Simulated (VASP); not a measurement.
An input for Ansatz (written as the equivalent of a VASP run, and not itself run):

Ansatz 0.2 input:
```yaml
crystal:
  lattice:
    - [7.1416000, 0.0000000, 0.0000000]
    - [-3.5708000, 6.1848070, 0.0000000]
    - [0.0000000, 0.0000000, 6.5102000]
  atoms:
    - { symbol: I, position: [0.3144130, 0.0004230, 0.2482390] }
    - { symbol: I, position: [0.3157020, 0.3137610, 0.7486710] }
    - { symbol: I, position: [0.0006350, 0.3208180, 0.2426780] }
    - { symbol: I, position: [0.6805800, 0.0012610, 0.7532850] }
    - { symbol: I, position: [0.6790150, 0.6842950, 0.2519270] }
    - { symbol: I, position: [0.0036420, 0.6842280, 0.7508680] }
    - { symbol: Ti, position: [0.0090190, 0.0021850, -0.0060860] }
    - { symbol: Ti, position: [-0.0030060, -0.0069700, 0.5104180] }
kpoints:
  mp_grid: { grid: [2, 2, 2] }
hamiltonian:
  xc: pbesol
  pseudopotentials: { kind: paw }
scf:
  occupations: { method: fermi_dirac, width: 0.1 }
  max_iter: 100
output: { forces: true, stress: true, eigenvalues: true }
```

Question: Translate this input to VASP (INCAR, KPOINTS, POSCAR, choice of POTCAR).

Answer: One answer among several that fit: 
**POSCAR**
```
TiI3
1
    7.1416000000     0.0000000000     0.0000000000
   -3.5708000000     6.1848070000     0.0000000000
    0.0000000000     0.0000000000     6.5102000000
I Ti
6 2
Direct
  0.3144130000   0.0004230000   0.2482390000
  0.3157020000   0.3137610000   0.7486710000
  0.0006350000   0.3208180000   0.2426780000
  0.6805800000   0.0012610000   0.7532850000
  0.6790150000   0.6842950000   0.2519270000
  0.0036420000   0.6842280000   0.7508680000
  0.0090190000   0.0021850000  -0.0060860000
 -0.0030060000  -0.0069700000   0.5104180000
```

KPOINTS:
```
Automatic mesh
0
Gamma
2 2 2
0 0 0
```

### INCAR
```
# general
SYSTEM  = TiI3
PREC    = Accurate
ENCUT   = 300   # plane-wave cut-off (eV)
LREAL   = F   # projection in real space or not
LASPH   = T   # aspherical one-centre terms

# electronic loop
EDIFF   = 1E-6   # SCF stop (eV)
NELM    = 100   # most electronic steps
ALGO    = Normal   # blocked Davidson
LMAXMIX = 4

# smearing
ISMEAR  = -1   # Fermi-Dirac
SIGMA   = 0.1   # width (eV)

# functional
GGA     = PS

# ions
ISIF    = 2   # forces and stress, cell fixed

# output
LWAVE   = F
LCHARG  = F
```

POTCAR, in this order: I Ti_sv (PBE.64 set). Program: vasp_std.

Limits of the translation: each code has its own PAW files, so the cut-off isn't converted (ENCUT is set for VASP's; basis.ecutwfc is left out, and Ansatz then takes the one that its files recommend); Ansatz stops its SCF on the density residual and VASP on the energy change (EDIFF).

The structure comes from a measured TiI3 entry of the Crystallography Open Database, whose conditions weren't checked. The cell was not relaxed at this level, atoms are displaced from their ideal sites. The k-mesh is coarse (spacing up to 0.51 per Å, 2π included), so the numbers may not be converged in it.
